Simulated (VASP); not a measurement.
These are revTPSS meta-GGA, VASP's PBE PAW potentials (set 64) (plane waves; VASP 6.6.1) values and carry that method's errors.

VASP ran on this input.

File KPOINTS:
```
Automatic mesh
0
Gamma
9 9 9
0 0 0
```

File POSCAR:
```
SrO
1
    0.0000000000     2.6407984198     2.6407984198
    2.6407984198     0.0000000000     2.6407984198
    2.6407984198     2.6407984198     0.0000000000
Sr O
1 1
Direct
  0.0000000000   0.0000000000   0.0000000000
  0.5000000000   0.5000000000   0.5000000000
```

**INCAR**
```
# general
SYSTEM  = SrO
PREC    = Accurate
ENCUT   = 520   # plane-wave cut-off (eV)
LREAL   = .FALSE.   # projection in real space or not
LASPH   = .TRUE.   # aspherical one-centre terms

# electronic loop
EDIFF   = 1E-7
NELM    = 100   # most electronic steps
ALGO    = Normal   # blocked Davidson
LMAXMIX = 4
LMIXTAU = .TRUE.

# smearing
ISMEAR  = 0
SIGMA   = 0.05

# functional
METAGGA = RTPSS

# ions
ISIF    = 2

# output
LWAVE   = .FALSE.
LCHARG  = .FALSE.
```

POTCAR, in this order: Sr_sv O (PBE.64 set). Program: vasp_std.

Output

### OSZICAR
```
       N       E                     dE             d eps       ncg     rms          rms(c)
DAV:   1     0.385567742629E+03    0.38557E+03   -0.12733E+06   840   0.283E+06
DAV:   2     0.733896391064E+02   -0.31218E+03   -0.28118E+03  1432   0.768E+02
DAV:   3     0.218309961632E+02   -0.51559E+02   -0.69890E+02  1544   0.244E+02
DAV:   4    -0.982420178325E+02   -0.12007E+03   -0.12841E+03  1508   0.718E+01
DAV:   5    -0.193757178887E+02    0.78866E+02   -0.46210E+02  1484   0.503E+01    0.139E+02
DAV:   6    -0.528154145172E+01    0.14094E+02   -0.31070E+02   936   0.153E+02    0.469E+01
DAV:   7    -0.383053252572E+01    0.14510E+01   -0.11238E+01  1040   0.294E+01    0.251E+01
DAV:   8    -0.392761209235E+01   -0.97080E-01   -0.10313E+00  1156   0.736E+00    0.160E+01
DAV:   9    -0.387530179897E+01    0.52310E-01   -0.36348E-01  1048   0.645E+00    0.757E+00
DAV:  10    -0.398102620718E+01   -0.10572E+00   -0.64230E-02   980   0.280E+00    0.416E+00
DAV:  11    -0.395314372500E+01    0.27882E-01   -0.21762E-01  1016   0.370E+00    0.104E+00
DAV:  12    -0.394736339427E+01    0.57803E-02   -0.19291E-02   936   0.133E+00    0.542E-01
DAV:  13    -0.398113944959E+01   -0.33776E-01   -0.75517E-02   944   0.231E+00    0.118E+00
DAV:  14    -0.397961794015E+01    0.15215E-02   -0.19968E-02   964   0.119E+00    0.260E-01
DAV:  15    -0.397993067967E+01   -0.31274E-03   -0.12153E-03   912   0.351E-01    0.962E-02
DAV:  16    -0.397997804046E+01   -0.47361E-04   -0.40597E-05  1056   0.667E-02    0.702E-02
DAV:  17    -0.398000462116E+01   -0.26581E-04   -0.11187E-05  1104   0.375E-02    0.170E-02
DAV:  18    -0.398000988909E+01   -0.52679E-05   -0.21202E-05   948   0.440E-02    0.107E-02
DAV:  19    -0.398001259172E+01   -0.27026E-05   -0.32336E-06   900   0.214E-02    0.809E-03
DAV:  20    -0.398001137398E+01    0.12177E-05   -0.49704E-07   900   0.988E-03    0.469E-03
DAV:  21    -0.398001195022E+01   -0.57623E-06   -0.49131E-08   484   0.325E-03    0.192E-03
DAV:  22    -0.398001136528E+01    0.58494E-06   -0.13215E-08   460   0.182E-03    0.124E-03
DAV:  23    -0.398001154939E+01   -0.18411E-06   -0.44750E-09   440   0.807E-04    0.862E-04
DAV:  24    -0.398001154171E+01    0.76741E-08   -0.10478E-09   444   0.560E-04
   1 F= -.39800115E+01 E0= -.39800115E+01  d E =-.446732E-16
```

### OUTCAR
```
------------------------ aborting loop because EDIFF is reached ----------------------------------------
  FORCE on cell =-STRESS in cart. coord.  units (eV):
  Direction    XX          YY          ZZ          XY          YZ          ZX
  --------------------------------------------------------------------------------------
  Total       -1.0446126     -1.0446126     -1.0446126     -0.0000000      0.0000000     -0.0000000
  in kB      -45.4391387    -45.4391387    -45.4391387     -0.0000000      0.0000000     -0.0000000
  external PRESSURE =     -45.4391387 kB  Pullay stress =       0.0000000 kB
  volume of cell :       36.83
      direct lattice vectors                 reciprocal lattice vectors
     0.000000000  2.640798420  2.640798420    -0.189336678  0.189336678  0.189336678
     2.640798420  0.000000000  2.640798420     0.189336678 -0.189336678  0.189336678
     2.640798420  2.640798420  0.000000000     0.189336678  0.189336678 -0.189336678
  FREE ENERGIE OF THE ION-ELECTRON SYSTEM (eV)
  ---------------------------------------------------
  free  energy   TOTEN  =        -3.9800115417 eV

  energy  without entropy=       -3.9800115417  energy(sigma->0) =       -3.98001154
```
(Selected blocks of OUTCAR.)

The compound is SrO in the rock salt structure. This cell is one point of a volume scan, at 1.06 of the reference volume.
